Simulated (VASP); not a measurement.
# A point defect in a supercell of Ba2HgN2

Wanted: what a point defect costs in Ba2HgN2 and how the lattice relaxes round it. The cell takes the structure of Ba2CaN2 from the Materials Project database, with elements swapped. The cell is invented: it takes the structure of a Materials Project entry for Ba2CaN2 (space group 164 there), with some of its atoms replaced by other elements, volume scaled by an estimate. It may not be a known or stable phase.

Method: LDA; plane waves and PAW (Hg, Ba_sv, N); invented cell, in VASP 6.6.1.

Most raw output is cut from this account.

**1. The structure**

The structure is trigonal, space group P-3m1 (No. 164). Conventional cell: a = 3.871 Å, b = 3.871 Å, c = 10.415 Å, α = 90.00°, β = 90.00°, γ = 120.00°. Hg has 6 N at 2.72 Å nearest. Ba has 3 N at 2.61 Å nearest. N has 3 Ba at 2.61 Å nearest. It derives from Ba2CaN2. It takes the structure of a Materials Project entry for Ba2CaN2 (space group 164 there), with some of its atoms replaced by other elements, volume scaled by an estimate. Farther neighbours and most contacts between anions are not listed.

**2. The host at zero pressure**

First cell and atoms are relaxed at a raised cutoff, so that later runs start from this functional's own cell.

INCAR

```
SYSTEM = Ba2HgN2
PREC = Accurate
ENCUT = 520
EDIFF = 1E-06
NELM = 120
ISMEAR = 0
SIGMA = 0.05
LREAL = .FALSE.
ALGO = Normal
GGA = CA
NBANDS = 27
LORBIT = 11
LWAVE = .FALSE.
LCHARG = .FALSE.
IBRION = 2
NSW = 40
ISIF = 3
EDIFFG = -0.02
POTIM = 0.4
```

POSCAR

```
Ba2HgN2
1.0
    3.8709670000      0.0000000000      0.0000000000
   -1.9354840000      3.3523560000      0.0000000000
    0.0000000000      0.0000000000     10.4146420000
Hg Ba N
1 2 2
Direct
    0.0000000000      0.0000000000      0.5000000000
    0.6666666700      0.3333333300      0.2210150000
    0.3333333300      0.6666666700      0.7789850000
    0.6666666700      0.3333333300      0.6490590000
    0.3333333300      0.6666666700      0.3509410000
```

KPOINTS

```
Automatic mesh
0
Gamma
4 4 2
0 0 0
```

PAW data sets: Hg, Ba_sv and N (LDA family, release 64).

On the command line:

```
$ export OMP_NUM_THREADS=5
$ mpirun -np 1 vasp_std
```

Wall time 2.4 min (1 × NVIDIA H100 80GB HBM3, 81559 MiB with 1 MPI rank of AMD EPYC 7R13 (Zen 3), card shared with another run, shared host); peak memory 1.7 GiB.

The run has no spin, yet a partly filled p shell of the light anion may carry a moment. The k-mesh is coarse for a metal. Harder data sets than Ba_sv exist (the GW ones), and pressures, volumes and forces can shift noticeably with them. After so large a change of volume the plane waves of the start cell no longer fit, so the final stress carries a basis-set error. The run keeps the 12 symmetry operations of its start, so it cannot find a distortion of lower symmetry.

Relaxation path:

```csv
step,energy less that of the first step (eV),largest force (eV/Å),pressure (GPa),volume (Å³)
1,0.0000,1.6758,-5.94,135.15
2,-0.5478,0.2831,1.19,119.98
3,-0.5488,0.3154,1.53,119.46
4,-0.6612,0.1723,0.76,120.65
5,-0.7538,0.1719,-0.69,122.96
6,-0.7538,0.1696,-0.65,122.90
7,-0.7573,0.0741,0.53,121.13
8,-0.7583,0.0543,0.13,121.70
9,-0.7589,0.0408,0.08,121.90
10,-0.7596,0.0134,-0.02,122.38
```

```csv
cell as run,before,after,change
a (Å),3.871,3.997,+3.3 %
b (Å),3.871,3.997,+3.3 %
c (Å),10.415,8.844,-15.1 %
volume (Å³/atom),27.03,24.48,-9.4 %
```

The atoms that moved most (Å, as changes of fractional coordinates times the final cell):

```csv
atom,dx,dy,dz,length
Ba3,0.000,0.000,-0.113,0.113
Ba2,0.000,0.000,0.113,0.113
```

Final coordinates:

```cif
data_structure
_symmetry_space_group_name_H-M 'P 1'
_symmetry_Int_Tables_number 1
_cell_length_a 3.9973
_cell_length_b 3.9973
_cell_length_c 8.8439
_cell_angle_alpha 90.000
_cell_angle_beta 90.000
_cell_angle_gamma 120.000
_cell_volume 122.38
loop_
_atom_site_label
_atom_site_type_symbol
_atom_site_fract_x
_atom_site_fract_y
_atom_site_fract_z
_atom_site_occupancy
Hg1 Hg 0.00000 0.00000 0.50000 1
Ba2 Ba 0.66667 0.33333 0.23381 1
Ba3 Ba 0.33333 0.66667 0.76619 1
N4 N 0.66667 0.33333 0.64926 1
N5 N 0.33333 0.66667 0.35074 1
```

Numbers from this step:

```
electronic cycles                               : 88
electrons                                       : 42
free energy (TOTEN)                             : -22.82 eV
energy at zero smearing                         : -22.82 eV
Fermi energy                                    : 2.380 eV
labelled metallic, from the levels on this mesh : yes
```

The run ended after 10 ionic steps, 0.760 eV below its first step, once forces and stress met EDIFFG = -0.02.

**3. Relax the host again, on a new basis**

The volume changed by more than 5 %, so the plane waves of the start no longer fit; a second relaxation removes that error.

INCAR, as its differences from that of step 2:

```diff
@@ -15,3 +15,3 @@
 IBRION = 2
-NSW = 40
+NSW = 30
 ISIF = 3
```

POSCAR

```
Ba2HgN2
1.0
    3.9972855878     -0.0000000160      0.0000000000
   -1.9986433241      3.4617511353      0.0000000000
    0.0000000000      0.0000000000      8.8438752393
Hg Ba N
1 2 2
Direct
    0.0000000000      0.0000000000      0.5000000000
    0.6666666700      0.3333333300      0.2338054600
    0.3333333300      0.6666666700      0.7661945400
    0.6666666700      0.3333333300      0.6492595220
    0.3333333300      0.6666666700      0.3507404780
```

KPOINTS is that of step 2.

It took 27 s on 1 × NVIDIA H100 80GB HBM3, 81559 MiB with 1 MPI rank; peak memory 1.7 GiB.

Little changed from the start: no atom moved by 0.005 Å and no cell edge by 0.1 %.

This step gave:

| Item | Value |
| --- | --- |
| electronic cycles | 16 |

The start already met the threshold, so nothing moved.

**4. The supercell without the defect**

System of this step: Ba2HgN2. The cell holds 80 atoms: 16 Hg, 32 Ba and 32 N. Its edges and angles: a = 11.232 Å, b = 11.232 Å, c = 38.821 Å, α = 135.9°, β = 135.9°, γ = 76.1°. It derives from Ba2HgN2. It takes the structure of a Materials Project entry for Ba2CaN2 (space group 164 there), with some of its atoms replaced by other elements, volume scaled by an estimate.

The same cell, mesh and cutoff without the defect give the energy to subtract and, in a gapped host, the band edges to count from, so that most errors cancel.

INCAR

```
SYSTEM = Ba2HgN2
PREC = Normal
ENCUT = 400
EDIFF = 1E-05
NELM = 120
ISMEAR = 1
SIGMA = 0.2
LREAL = Auto
ALGO = Fast
GGA = CA
LORBIT = 11
LWAVE = .FALSE.
LCHARG = .FALSE.
```

POSCAR

```
Ba2HgN2
1.0
   -5.9959289119      3.4617511513      8.8438752393
    5.9959289119     -3.4617511513      8.8438752393
    7.9945690548     13.8470044772    -35.3755009572
Hg Ba N
16 32 32
Direct
    0.2500000000      0.2500000000      0.0000000000
    0.7500000000      0.7500000000      0.0000000000
    0.7500000000      0.2500000000      0.1250000000
    0.2500000000      0.7500000000      0.1250000000
    0.2500000000      0.2500000000      0.2500000000
    0.7500000000      0.7500000000      0.2500000000
    0.7500000000      0.2500000000      0.3750000000
    0.2500000000      0.7500000000      0.3750000000
    0.2500000000      0.2500000000      0.5000000000
    0.7500000000      0.7500000000      0.5000000000
    0.7500000000      0.2500000000      0.6250000000
    0.2500000000      0.7500000000      0.6250000000
    0.2500000000      0.2500000000      0.7500000000
    0.7500000000      0.7500000000      0.7500000000
    0.7500000000      0.2500000000      0.8750000000
    0.2500000000      0.7500000000      0.8750000000
    0.2835693950      0.4502360650      0.1250000000
    0.7835693950      0.9502360650      0.1250000000
    0.7835693950      0.4502360650      0.2500000000
    0.2835693950      0.9502360650      0.2500000000
    0.2835693950      0.4502360650      0.3750000000
    0.7835693950      0.9502360650      0.3750000000
    0.7835693950      0.4502360650      0.5000000000
    0.2835693950      0.9502360650      0.5000000000
    0.2835693950      0.4502360650      0.6250000000
    0.7835693950      0.9502360650      0.6250000000
    0.7835693950      0.4502360650      0.7500000000
    0.2835693950      0.9502360650      0.7500000000
    0.2835693950      0.4502360650      0.8750000000
    0.7835693950      0.9502360650      0.8750000000
    0.7835693950      0.4502360650      0.0000000000
    0.2835693950      0.9502360650      0.0000000000
    0.7164306050      0.5497639350      0.1250000000
    0.2164306050      0.0497639350      0.1250000000
    0.2164306050      0.5497639350      0.2500000000
    0.7164306050      0.0497639350      0.2500000000
    0.7164306050      0.5497639350      0.3750000000
    0.2164306050      0.0497639350      0.3750000000
    0.2164306050      0.5497639350      0.5000000000
    0.7164306050      0.0497639350      0.5000000000
    0.7164306050      0.5497639350      0.6250000000
    0.2164306050      0.0497639350      0.6250000000
    0.2164306050      0.5497639350      0.7500000000
    0.7164306050      0.0497639350      0.7500000000
    0.7164306050      0.5497639350      0.8750000000
    0.2164306050      0.0497639350      0.8750000000
    0.2164306050      0.5497639350      0.0000000000
    0.7164306050      0.0497639350      0.0000000000
    0.4912964260      0.6579630960      0.1250000000
    0.9912964260      0.1579630960      0.1250000000
    0.9912964260      0.6579630960      0.2500000000
    0.4912964260      0.1579630960      0.2500000000
    0.4912964260      0.6579630960      0.3750000000
    0.9912964260      0.1579630960      0.3750000000
    0.9912964260      0.6579630960      0.5000000000
    0.4912964260      0.1579630960      0.5000000000
    0.4912964260      0.6579630960      0.6250000000
    0.9912964260      0.1579630960      0.6250000000
    0.9912964260      0.6579630960      0.7500000000
    0.4912964260      0.1579630960      0.7500000000
    0.4912964260      0.6579630960      0.8750000000
    0.9912964260      0.1579630960      0.8750000000
    0.9912964260      0.6579630960      0.0000000000
    0.4912964260      0.1579630960      0.0000000000
    0.5087035740      0.3420369040      0.1250000000
    0.0087035740      0.8420369040      0.1250000000
    0.0087035740      0.3420369040      0.2500000000
    0.5087035740      0.8420369040      0.2500000000
    0.5087035740      0.3420369040      0.3750000000
    0.0087035740      0.8420369040      0.3750000000
    0.0087035740      0.3420369040      0.5000000000
    0.5087035740      0.8420369040      0.5000000000
    0.5087035740      0.3420369040      0.6250000000
    0.0087035740      0.8420369040      0.6250000000
    0.0087035740      0.3420369040      0.7500000000
    0.5087035740      0.8420369040      0.7500000000
    0.5087035740      0.3420369040      0.8750000000
    0.0087035740      0.8420369040      0.8750000000
    0.0087035740      0.3420369040      0.0000000000
    0.5087035740      0.8420369040      0.0000000000
```

KPOINTS

```
Automatic mesh
0
Gamma
4 4 4
0 0 0
```

Elapsed: 26 min, on 1 × NVIDIA H100 80GB HBM3, 81559 MiB with 1 MPI rank.

The run was stopped at its time limit, so it gives no result of its own.

**5. Outcome**

```json
{
  "result": "none"
}
```

**Reading.** The session ends without its result: «perfect supercell» met its time limit.

[Lines on the potential files, build, host, timing and source positions are cut from VASP's logs without a mark.]

[Logs are printed without paths, hosts, clocks, repeated set-up lines and the standing remarks that a program may print on its own settings, such as how far it seeks lower states.]

[Hosts, paths, dates, database ids (printed as entryN), source tags and the programs' standing remarks are cut or masked in the printed files.]

[In band tables of VASP the shares of atoms and orbitals are scaled to a sum of 1 inside the atoms' spheres.]

[Runs that stopped without an error message from VASP are left out.]
